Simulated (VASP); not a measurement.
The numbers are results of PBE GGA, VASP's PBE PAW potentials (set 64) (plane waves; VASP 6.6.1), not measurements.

VASP input:

### POSCAR
```
AlN
1
    1.5861000000    -2.7472060000     0.0000000000
    1.5861000000     2.7472060000     0.0000000000
    0.0000000000     0.0000000000     5.0796000000
Al N
2 2
Direct
  0.6666670000   0.3333330000   0.5000000000
  0.3333330000   0.6666670000   0.0000000000
  0.6666670000   0.3333330000   0.8820000000
  0.3333330000   0.6666670000   0.3820000000
```

### INCAR
```
! general
SYSTEM=AlN
PREC  =Accurate
ENCUT =520
LREAL =F   ! projection in real space or not
LASPH =T

! electronic loop
EDIFF =1E-6
NELM  =100   ! most electronic steps
ALGO  =Normal   ! blocked Davidson

! smearing
ISMEAR=-1   ! Fermi-Dirac
SIGMA =0.02

! functional
GGA   =PE

! ions
ISIF  =2   ! forces and stress, cell fixed

! output
LWAVE =F
LCHARG=F
```

**KPOINTS**
```
Automatic mesh
0
Gamma
7 7 4
0 0 0
```

POTCAR, in this order: Al N (PBE.64 set). Program: vasp_std.

The run wrote:

OUTCAR:
```
 ion  position               nearest neighbor table
   1  0.667  0.333  0.500-   4 1.93   4 1.93   4 1.93   3 1.94   2 3.13   2 3.13   2 3.13   2 3.13
                             2 3.13   2 3.13
   2  0.333  0.667  0.000-   3 1.93   3 1.93   3 1.93   4 1.94   1 3.13   1 3.13   1 3.13   1 3.13
                             1 3.13   1 3.13
   3  0.667  0.333  0.882-   2 1.93   2 1.93   2 1.93   1 1.94
   4  0.333  0.667  0.382-   1 1.93   1 1.93   1 1.93   2 1.94
  LATTYP: Found a hexagonal cell.
 ALAT       =     3.1722001854
 C/A-ratio  =     1.6012860800
 Subroutine PRICEL returns:
 Original cell was already a primitive cell.
 Subroutine GETGRP returns: Found 12 space group operations
The static configuration has the point symmetry C_3v.
 The point group associated with its full space group is C_6v.
The dynamic configuration has the point symmetry C_3v.
 Subroutine INISYM returns: Found 12 space group operations
 Subroutine IBZKPT returns following result:
 Found     24 irreducible k-points:

 Following reciprocal coordinates:
            Coordinates               Weight
  0.000000  0.000000  0.000000      1.000000
  0.142857 -0.000000  0.000000      6.000000
  0.285714  0.000000  0.000000      6.000000
  0.428571  0.000000  0.000000      6.000000
  0.142857  0.142857  0.000000      6.000000
  0.285714  0.142857  0.000000     12.000000
  0.428571  0.142857  0.000000      6.000000
  0.285714  0.285714  0.000000      6.000000
  0.000000  0.000000  0.250000      2.000000
  0.142857 -0.000000  0.250000     12.000000
  0.285714  0.000000  0.250000     12.000000
  0.428571  0.000000  0.250000     12.000000
  0.142857  0.142857  0.250000     12.000000
  0.285714  0.142857  0.250000     24.000000
  0.428571  0.142857  0.250000     12.000000
  0.285714  0.285714  0.250000     12.000000
  0.000000  0.000000  0.500000      1.000000
  0.142857 -0.000000  0.500000      6.000000
  0.285714  0.000000  0.500000      6.000000
  0.428571  0.000000  0.500000      6.000000
  0.142857  0.142857  0.500000      6.000000
  0.285714  0.142857  0.500000     12.000000
  0.428571  0.142857  0.500000      6.000000
  0.285714  0.285714  0.500000      6.000000
   k-points           NKPTS =     24   k-points in BZ     NKDIM =     24   number of bands    NBANDS=     12
   number of dos      NEDOS =    301   number of ions     NIONS =      4
   total plane-waves  NPLWV =  23040
   dimension x,y,z NGX =    24 NGY =   24 NGZ =   40
   dimension x,y,z NGXF=    48 NGYF=   48 NGZF=   80
   ions per type =               2   2
   PREC   = accura    normal or accurate (medium, high low for compatibility)
   ISTART =      0    job   : 0-new  1-cont  2-samecut
   ICHARG =      2    charge: 1-file 2-atom 10-const
   ISPIN  =      1    spin polarized calculation?
   LNONCOLLINEAR =      F non collinear calculations
   LSORBIT =      F    spin-orbit coupling
   INIWAV =      1    electr: 0-lowe 1-rand  2-diag
   ENCUT  =  520.0 eV  38.22 Ry    6.18 a.u.   5.90  5.90  9.44*2*pi/ulx,y,z
   NELM   =    100;   NELMIN=  2; NELMDL= -5     # of ELM steps
   EDIFF  = 0.1E-05   stopping-criterion for ELM
   LREAL  =      F    real-space projection
   NLSPLINE    = F    spline interpolate recip. space projectors
   LMAXMIX     =    2 max onsite mixed and CHGCAR
   VOSKOWN=      0    Vosko Wilk Nusair interpolation
   EDIFFG = 0.1E-04   stopping-criterion for IOM
   NSW    =      0    number of steps for IOM
   NBLOCK =      1;   KBLOCK =      1    inner block; outer block
   IBRION =     -1    ionic relax: 0-MD 1-quasi-New 2-CG
   NFREE  =      0    steps in history (QN), initial steepest desc. (CG)
   ISIF   =      2    stress and relaxation
   ISYM   =      2    0-nonsym 1-usesym 2-fastsym
   TEIN   =    0.0    initial temperature
   TEBEG  =    0.0;   TEEND  =   0.0 temperature during run
...
```

**OSZICAR**
```
       N       E                     dE             d eps       ncg     rms          rms(c)
DAV:   1     0.499076457578E+02    0.49908E+02   -0.74588E+03   576   0.118E+03
DAV:   2    -0.302552004426E+02   -0.80163E+02   -0.73368E+02   840   0.216E+02
DAV:   3    -0.342449159141E+02   -0.39897E+01   -0.39738E+01   764   0.533E+01
DAV:   4    -0.342795142488E+02   -0.34598E-01   -0.34593E-01   644   0.569E+00
DAV:   5    -0.342800548225E+02   -0.54057E-03   -0.54052E-03   744   0.729E-01    0.118E+01
DAV:   6    -0.297279689265E+02    0.45521E+01   -0.17149E+01   696   0.312E+01    0.414E+00
DAV:   7    -0.297513804983E+02   -0.23412E-01   -0.59980E-01   628   0.615E+00    0.282E+00
DAV:   8    -0.297446243982E+02    0.67561E-02   -0.81566E-02   628   0.303E+00    0.510E-01
DAV:   9    -0.297395877958E+02    0.50366E-02   -0.21186E-02   724   0.107E+00    0.249E-01
DAV:  10    -0.297401971794E+02   -0.60938E-03   -0.25589E-03   668   0.383E-01    0.134E-01
DAV:  11    -0.297401202295E+02    0.76950E-04   -0.22230E-04   676   0.119E-01    0.356E-02
DAV:  12    -0.297401222772E+02   -0.20477E-05   -0.97498E-06   632   0.317E-02    0.999E-03
DAV:  13    -0.297401219761E+02    0.30109E-06   -0.70493E-06   704   0.195E-02
   1 F= -.29740122E+02 E0= -.29740122E+02  d E =-.299886E-10
```

OUTCAR:
```
------------------------ aborting loop because EDIFF is reached ----------------------------------------
  FORCE on cell =-STRESS in cart. coord.  units (eV):
  Direction    XX          YY          ZZ          XY          YZ          ZX
  --------------------------------------------------------------------------------------
  Total       -2.0605101     -2.0605105     -1.8729375      0.0000000      0.0000000      0.0000000
  in kB      -74.5768499    -74.5768616    -67.7879607      0.0000000      0.0000000      0.0000000
  external PRESSURE =     -72.3138907 kB  Pullay stress =       0.0000000 kB
  volume of cell :       44.27
      direct lattice vectors                 reciprocal lattice vectors
     1.586100000 -2.747206000  0.000000000     0.315238636 -0.182003097  0.000000000
     1.586100000  2.747206000  0.000000000     0.315238636  0.182003097  0.000000000
     0.000000000  0.000000000  5.079600000     0.000000000  0.000000000  0.196865895
  FREE ENERGIE OF THE ION-ELECTRON SYSTEM (eV)
  ---------------------------------------------------
  free  energy   TOTEN  =       -29.7401219761 eV

  energy  without entropy=      -29.7401219761  energy(sigma->0) =      -29.74012198
```
(Selected blocks of OUTCAR.)

The compound is AlN in the wurtzite structure. The cell was not relaxed at this level. The run is one of a series of settings (ISMEAR = -1, SIGMA = 0.02 against the base run), some of them coarse on purpose.
